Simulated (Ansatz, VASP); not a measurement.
# KSrH3 in two plane-wave programs, part 3 of 3

Aim: how closely do two programs agree when they are given the same cell, functional and k mesh? The cell is generated by rule, not measured, and may not be a known phase. The cell is taken from a series of runs on this material, whose earlier steps may have relaxed, scaled, displaced or heated it; both programs get it as it stands.

VASP 6.6.1 and Ansatz 0.2.0.

So far: Set-up; VASP: zone-centre phonons, PBEsol.

The structure was built from a prototype and need not be the compound's stable phase.

**3. Ansatz: zone-centre phonons, PBEsol**

Level of this step: Ansatz beside VASP: Kohn-Sham DFT, plane waves, PBEsol (Ansatz).

Ansatz runs on its PAW soft_1 files.

The same cell, functional and mesh now go to Ansatz, which takes its cutoff from its data sets.

Input file input.yaml:

```yaml
crystal:
  lattice:
    - [-3.2654395121, 3.2654395121, 4.7536199455]
    - [3.2654395121, -3.2654395121, 4.7536199455]
    - [3.2654395121, 3.2654395121, -4.7536199455]
  atoms:
    - { symbol: K, position: [0.25, 0.75, 0.5] }
    - { symbol: K, position: [0.75, 0.25, 0.5] }
    - { symbol: Sr, position: [0.0, 0.0, 0.0] }
    - { symbol: Sr, position: [0.5, 0.5, 0.0] }
    - { symbol: H, position: [0.1757542113, 0.6757542113, 0.8515084226] }
    - { symbol: H, position: [0.8242457887, 0.3242457887, 0.1484915774] }
    - { symbol: H, position: [0.25, 0.25, 0.0] }
    - { symbol: H, position: [0.75, 0.75, 0.0] }
    - { symbol: H, position: [0.6757542113, 0.8242457887, 0.5] }
    - { symbol: H, position: [0.3242457887, 0.1757542113, 0.5] }
kpoints:
  mp_grid: { grid: [6, 6, 6] }
hamiltonian:
  xc: pbesol
  pseudopotentials: { kind: paw, azcp: { folder: soft_1 }, xc_functional: pbe }
scf:
  occupations: { method: fixed }
output:
  eigenvalues: true
phonons:
  method: dfpt
  dielectric: true
  rigid_motions: translations
```

On the command line:

```sh
$ ansatz run input.yaml --threads 4 --pin off --max-ram 16384MiB --backend cpu --events-out ev --progress --plain --runs-dir out
```

Numbers of over 12 decimals in the logs are rounded to 6 here.

What it wrote:

```text
Engine: ansatz 0.2.0, aarch64-unknown-linux-gnu
Pseudopotentials: kind: paw
Pseudopotential: K, paw, valence charge 9, recommended cutoff 420 eV (normal), soft_1/K.paw.azcp
Pseudopotential: Sr, paw, valence charge 10, recommended cutoff 420 eV (normal), soft_1/Sr.paw.azcp
Pseudopotential: H, paw, valence charge 1, recommended cutoff 420 eV (normal), soft_1/H.paw.azcp
Functional definition: PBEsol
  exchange = pbesol_x
  correlation = pbesol_c
Crystal: 10 atoms, lattice volume = 202.753 Å³
Basis set: ecut = 420 eV, 3919 PW (Γ), exchange–correlation on 96×96×96 points (8 copies of the dense FFT grid, shifted against one another)
Bands: 32, of which v1, the nominal top of the filled ones, is band 22 counted from 1 (21 counted from 0)
Symmetry: 16 space group operations
k-points: 112 of 216 (irreducible under 1 space group operation, time reversal used)
Non-local potential: K, projectors of the file, l = 0: 3, l = 1: 2, l = 2: 2
Non-local potential: Sr, projectors of the file, l = 0: 3, l = 1: 2, l = 2: 2
Non-local potential: H, projectors of the file, l = 0: 2, l = 1: 1
PAW form: soft (Blöchl's): semilocal exchange-correlation on the pseudo side does not see the compensation charge
PAW frozen core: K, regenerated for the run's functional, and the local potential with it (the file was generated under x = pbe(κ = 0.804, μ = 0.219515), c = pbe(β = 0.066725))
PAW frozen core: Sr, regenerated for the run's functional, and the local potential with it (the file was generated under x = pbe(κ = 0.804, μ = 0.219515), c = pbe(β = 0.066725))
PAW one-centre angular grid: K, 110 points (default); XC on 64 Gauss nodes
PAW one-centre angular grid: Sr, 110 points (default); XC on 64 Gauss nodes
PAW one-centre angular grid: H, 110 points (default); XC on 64 Gauss nodes
Initial density: superposition of atomic densities (chi_scale 0.1, normalization cell, long waves kept (reshape's long-wave potential 0.01 eV rms))
Initial wavefunctions: pseudopotential atomic-orbital guess
Functional: x = pbesol(κ = 0.804, μ = 0.123457), c = pbesol(β = 0.046)
SCF iter   1: F=—  HF=-10115.653441 eV  |F-HF|=—  |Δ(HF+E_count)|=         —  Δρ=4.74e-2  dr2=6.08e0  ethr=3.10e-3  ⟨swp⟩=5.7  Hψ=14895  notcnv=0  defer=802
preconditioner: auto → Resta (q_TF=auto, 2.115 Å⁻¹)  ε∞=2.2  [insulator: Δε(μ)=3.501 eV  Ē_g=14.577 eV  n_scr=26 (ndim 8)  ℏωp=15.6 eV  f_vac=0.000  ε∞_Penn≈2.2]
SCF iter   2: F=—  HF=-10113.874664 eV  |F-HF|=—  |Δ(HF+E_count)|=    1.78e0  Δρ=1.76e-2  dr2=1.09e0  ethr=3.10e-3  ⟨swp⟩=2.0  Hψ=5481  notcnv=0  defer=827
SCF iter   3: F=—  HF=-10113.598090 eV  |F-HF|=—  |Δ(HF+E_count)|=   2.77e-1  Δρ=3.68e-3  dr2=2.68e-2  ethr=2.47e-3  ⟨swp⟩=2.9  Hψ=4257  notcnv=0  defer=864
SCF iter   4: F=—  HF=-10113.610814 eV  |F-HF|=—  |Δ(HF+E_count)|=   1.27e-2  Δρ=5.96e-4  dr2=9.52e-4  ethr=6.10e-5  ⟨swp⟩=3.1  Hψ=4284  notcnv=0  defer=892
SCF iter   5: F=—  HF=-10113.611322 eV  |F-HF|=—  |Δ(HF+E_count)|=   5.08e-4  Δρ=1.43e-4  dr2=3.50e-5  ethr=2.16e-6  ⟨swp⟩=2.3  Hψ=5602  notcnv=0  defer=892
SCF iter   6: F=—  HF=-10113.611372 eV  |F-HF|=—  |Δ(HF+E_count)|=   4.95e-5  Δρ=2.85e-5  dr2=1.25e-6  ethr=7.96e-8  ⟨swp⟩=3.0  Hψ=5607  notcnv=0  defer=892
SCF iter   7: F=—  HF=-10113.611486 eV  |F-HF|=—  |Δ(HF+E_count)|=   1.14e-4  Δρ=5.95e-6  dr2=7.13e-8  ethr=2.83e-9  ⟨swp⟩=2.0  Hψ=6047  notcnv=0  defer=884
SCF iter   8: F=—  HF=-10113.611486 eV  |F-HF|=—  |Δ(HF+E_count)|=   7.18e-8  Δρ=7.76e-7  dr2=1.93e-9  ethr=1.62e-10  ⟨swp⟩=2.0  Hψ=5598  notcnv=0  defer=884
SCF iter   9: F=-10113.611486 eV  HF=-10113.611486 eV  |F-HF|=4.55e-11  |Δ(HF+E_count)|=   3.70e-9  Δρ=9.97e-8  dr2=3.53e-11  ethr=1.00e-12  ⟨swp⟩=22.1  Hψ=34587  notcnv=0
SCF 1 converged in 9 iterations: F = -10113.611486 eV  dr2 = 3.53e-11
  greatest PAW one-centre occupation: 0.987 electrons in one spin orbital (limit 2), on the Sr atom at site 3 (counted from 0), in its partial waves of l = 0
NSCF: frozen V_eff on 4 k-points
DFPT response loops at Γ: preconditioner auto → Resta (q_TF=auto, 2.115 Å⁻¹)  ε∞=5.0 (no band partly filled); β = 1.00, the filter's whole step (`scf.mixing.beta` (0.50) is not read by the response loops at its default; to damp them type it under 1.00, their step now; it binds the ground state too); Broyden in place of MSR1
── the response to a field inside a basis, on 6×6×6 k-points: an SCF that follows is theirs, and a resumed run solves both again ──
Bands: 23, of which v1, the nominal top of the filled ones, is band 22 counted from 1 (21 counted from 0)
k-points: 28 of 216
Initial density: handed on by an earlier stage of this run
Initial wavefunctions: pseudopotential atomic-orbital guess (no wavefunctions were taken with the density)
Eigensolver: Dense (28 Hₖ)
SCF iter   1: F=—  HF=-10113.597691 eV  |F-HF|=—  |Δ(HF+E_count)|=         —  Δρ=1.03e-4  dr2=6.19e-6  ethr=1.00e-1
preconditioner: auto → Resta (q_TF=auto, 2.115 Å⁻¹)  ε∞=2.5  [insulator: Δε(μ)=2.457 eV  Ē_g=12.788 eV  n_scr=26 (ndim 8)  ℏωp=15.6 eV  f_vac=0.000  ε∞_Penn≈2.5]
SCF iter   2: F=—  HF=-10113.597695 eV  |F-HF|=—  |Δ(HF+E_count)|=   4.82e-6  Δρ=5.25e-5  dr2=1.71e-6  ethr=1.41e-8
SCF iter   3: F=-10113.597698 eV  HF=-10113.597698 eV  |F-HF|=3.07e-8  |Δ(HF+E_count)|=   2.33e-6  Δρ=4.21e-6  dr2=3.87e-8  ethr=3.89e-9
SCF 1 converged in 3 iterations: F = -10113.597698 eV  dr2 = 3.87e-8
DFPT response loops at Γ: preconditioner auto → Resta (q_TF=auto, 2.115 Å⁻¹)  ε∞=4.9 (no band partly filled); β = 1.00, the filter's whole step (`scf.mixing.beta` (0.50) is not read by the response loops at its default; to damp them type it under 1.00, their step now; it binds the ground state too); Broyden in place of MSR1
SCF converged after 9 iterations
Free energy (F): -10113.611486 eV
Harris-Foulkes:  -10113.611486 eV  (|F-HF|=4.55e-11)
Internal energy: -10113.611486 eV  (E = F + TS)
E sigma→0 (E₀):  -10113.611486 eV
Fermi energy:    2.130678 eV
--- Per-component energies (eV) ---
  E_band       = -502.376739
  E_kinetic    = 1051.425355
  E_local      = -2808.969914  (includes V_loc(G=0)·N_el)
  E_nonlocal   = 499.879143
  E_hartree    = 805.423836
  E_xc         = -666.050891
  E_vxc        = -705.466735  (∫ρ·V_xc dr)
  E_paw        = -6807.347245  (= ΣΔE_a)
  E_vpaw       = -150.086954  (= ΣTr[D̂ρ^β])
  E_aug_tail   = -0.005281  (compensation charges beyond the density's cutoff)
  E_ewald      = -2188.450955
  E_core_change = 0.484466  (= ΣΔE_core)
  E_smearing   = -0.000000  (= −TS)
  E_closure    = 0.000000  (closes the sum)
  Σ components = -10113.611486   (vs F -10113.611486, Δ=0.00e0)
--- Band table (eV; the first three rows and the last of 112) ---
  k-point 0: bands = [... 18 lower, 1.2107, 1.8380, 2.1307, 2.1307, 5.4426, 5.4979, 5.4979, 8.0380, ... 6 higher]
  k-point 1: bands = [... 18 lower, 1.2936, 1.7730, 1.8221, 2.0450, 5.1818, 5.6619, 5.7481, 7.5156, ... 6 higher]
  k-point 2: bands = [... 18 lower, 1.2460, 1.4336, 1.7932, 1.8364, 4.6907, 6.1206, 6.4062, 6.9395, ... 6 higher]
  k-point 111: bands = [... 18 lower, 1.0874, 1.2545, 2.0973, 2.0973, 5.1864, 6.7998, 6.7998, 7.3471, ... 6 higher]
--- Phonons (Γ-DFPT): 8 representative perturbations + reference, on 112 of 216 k-points (Σ response iterations 30) ---
  k mesh reduced under 1 symmetry operation, with k and −k counted as one. Each operation leaves every solved perturbation unchanged. A smaller set is not considered because the run solves the response to a homogeneous field
  ASR residual: 1.300e-4 → 0.000e0 eV/Å²; symmetrization residual: 5.491e-7 eV/Å²
  ASR residual per site (eV/Å²): 4.33e-5 4.33e-5 1.30e-4 1.30e-4 1.24e-5 1.24e-5 8.37e-6 8.37e-6 1.24e-5 1.24e-5
  Γ frequencies (cm⁻¹): -226.89 -226.89 -62.31 -62.31 0.00 0.00 0.00 80.74 80.74 87.59 100.51 123.96 123.96 139.24 181.78 181.78 359.60 376.60 385.09 385.09 497.33 558.33 558.33 682.89 1011.55 1011.55 1047.76 1093.60 1116.19 1233.31
  ε∞ (high-frequency dielectric tensor):
        3.167814     0.000000     0.000000
        0.000000     3.167814    -0.000000
        0.000000    -0.000000     3.163757
  softest optical mode at Γ: -226.89 cm⁻¹; the repairs (sum rule, projections) moved no ω² at Γ by more than (2.79 cm⁻¹)²
  Born effective charges Z* (e; rows j = field, columns β = displacement):
    site 0:
         1.09157    0.00000    0.00000
         0.00000    1.09157   -0.00000
         0.00000   -0.00000    1.17209
    site 1:
         1.09157    0.00000    0.00000
         0.00000    1.09157   -0.00000
         0.00000   -0.00000    1.17209
    site 2:
         1.85968    0.02926   -0.00000
        -0.02926    1.85968    0.00000
        -0.00000    0.00000    1.74699
    site 3:
         1.85968   -0.02926   -0.00000
         0.02926    1.85968    0.00000
        -0.00000    0.00000    1.74699
    site 4:
        -1.01954    0.09603    0.00000
         0.09603   -1.01954   -0.00000
         0.00000   -0.00000   -0.90541
    site 5:
        -1.01954    0.09603    0.00000
         0.09603   -1.01954   -0.00000
         0.00000   -0.00000   -0.90541
    site 6:
        -0.91217    0.00000    0.00000
         0.00000   -0.91217   -0.00000
         0.00000   -0.00000   -1.10826
    site 7:
[...]
site 8:
[...]
site 9:
[...]
Z* charge neutrality: 2.153e-3 e pre-enforcement
  solved inside a basis spanned on kpoints, on 6×6×6 k-points, its susceptibility summed on 8×8×8: ε∞ is read to err by 8.0e-3, Z* by 1.2e-2 e (field_mesh: kpoints solves on kpoints); Z* is corrected for what the basis lacks
  optical modes at Γ without the LO–TO term, one row a degenerate level:
      ω (cm⁻¹)  modes    IR ((D/Å)²/amu)
[...]
optical modes at Γ + LO–TO along q̂ = [1.0000, 0.0000, 0.0000]:
      ω (cm⁻¹)  modes    IR ((D/Å)²/amu)
[...]
optical modes at Γ + LO–TO along q̂ = [0.0000, 1.0000, 0.0000]:
      ω (cm⁻¹)  modes    IR ((D/Å)²/amu)
[...]
optical modes at Γ + LO–TO along q̂ = [0.0000, 0.0000, 1.0000]:
      ω (cm⁻¹)  modes    IR ((D/Å)²/amu)
[...]
558.33      2             0.0000
        615.23      1            57.9788
        682.89      1             0.0000
       1011.55      2            93.8811
       1047.76      1             0.0000
       1093.60      1             0.0000
       1205.45      1            76.2220
       1233.31      1             0.0000
```

The column dr2 measures how far the density is from self-consistency, as an energy; F and HF (Harris–Foulkes) agree once it is small.

**4. Differences**

Known differences besides the potentials themselves: fixed occupations in Ansatz, narrow Gaussian smearing in VASP; VASP's response is taken on the typed mesh, Ansatz refines its own for the field response alone; the cutoff is 420 eV in Ansatz and 500 eV in VASP; Ansatz makes its cores anew for this functional, VASP keeps those of its PBE data sets. Total energies have different zeros and are not compared.

The two programs side by side:

```
                                                   quantity  Ansatz    VASP  difference
                                                      ε∞ xx    3.17    3.17     -0.21 %
                                                      ε∞ yy    3.17    3.17     -0.21 %
                                                      ε∞ zz    3.16    3.17     -0.23 %
               Born charge of K1 (mean of the diagonal) (e)    1.12    1.12        0.00
              Born charge of Sr3 (mean of the diagonal) (e)    1.82    1.82        0.00
               Born charge of H5 (mean of the diagonal) (e)   -0.98   -0.98        0.00
optical mode 1 to 2 (imaginary, printed as negative) (cm⁻¹)  -226.9  -226.5        -0.4
optical mode 3 to 4 (imaginary, printed as negative) (cm⁻¹)   -62.3   -63.5        +1.2
                                 optical mode 5 to 6 (cm⁻¹)    80.7    81.6     -1.11 %
                                      optical mode 7 (cm⁻¹)    87.6    88.7     -1.25 %
                                      optical mode 8 (cm⁻¹)   100.5   101.7     -1.15 %
                                optical mode 9 to 10 (cm⁻¹)   124.0   124.1     -0.15 %
                                     optical mode 11 (cm⁻¹)   139.2   139.9     -0.45 %
                               optical mode 12 to 13 (cm⁻¹)   181.8   180.5     +0.71 %
                                     optical mode 14 (cm⁻¹)   359.6   362.2     -0.72 %
                                     optical mode 15 (cm⁻¹)   376.6   378.0     -0.38 %
                               optical mode 16 to 17 (cm⁻¹)   385.1   387.0     -0.49 %
                                     optical mode 18 (cm⁻¹)   497.3   500.8     -0.69 %
                               optical mode 19 to 20 (cm⁻¹)   558.3   561.7     -0.61 %
                                     optical mode 21 (cm⁻¹)   682.9   687.2     -0.62 %
                               optical mode 22 to 23 (cm⁻¹)  1011.5  1020.6     -0.88 %
                                     optical mode 24 (cm⁻¹)  1047.8  1058.3     -1.00 %
                                     optical mode 25 (cm⁻¹)  1093.6  1104.2     -0.96 %
                                     optical mode 26 (cm⁻¹)  1116.2  1127.5     -1.00 %
                                     optical mode 27 (cm⁻¹)  1233.3  1243.6     -0.83 %
```

Modes are paired by rising frequency, not by their patterns, so a pair may set unlike modes beside each other; they are those without the splitting of longitudinal modes.

**5. Results**

| Quantity | Value |
| --- | --- |
| r.m.s. difference of the optical zone-centre modes, each program's sorted by frequency (zone-centre phonons, PBEsol) | 5.1 cm⁻¹ |
| difference in optical mode 7 (zone-centre phonons, PBEsol) | -1.3 % |

**Reading.** The r.m.s. difference of the optical zone-centre modes, each program's sorted by frequency is 5.1 cm⁻¹ (zone-centre phonons, PBEsol). Among the rows given in per cent, the largest difference of the zone-centre phonons, PBEsol pair is in optical mode 7, -1.3 %. Such differences can come from data sets, numerical settings and the points named under the comparisons, not from the functional's error against experiment.

[Lines on the potential files, build, host, timing and source positions are cut from VASP's logs without a mark.]

[Logs are printed without paths, hosts, clocks, repeated set-up lines and the standing remarks that a program may print on its own settings, such as how far it seeks lower states.]

[Hosts, paths, dates, database ids (printed as entryN), source tags and the programs' standing remarks are cut or masked in the printed files.]
